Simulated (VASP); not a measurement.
Take MnO2 (rutile), with a static lattice, in VASP with PAW potentials, and its bulk modulus.

### Question
One run gives 227 GPa. Which level is it?
(A) optB86b-vdW
(B) PBEsol
(C) AM05
(D) PBE-D3 (zero damping)

### Answer
D, PBE-D3 (zero damping).  The others give 239 (optB86b-vdW), 247 (PBEsol), 239 (AM05).

Only levels that ran to the end are used. Left out are those held back, those with too coarse a band path, GW runs whose mesh misses a band edge, hybrids' fits of cells that aren't cubic and levels without matching references; a question may draw on a part of the rest.

The compound is MnO2 in the rutile structure.
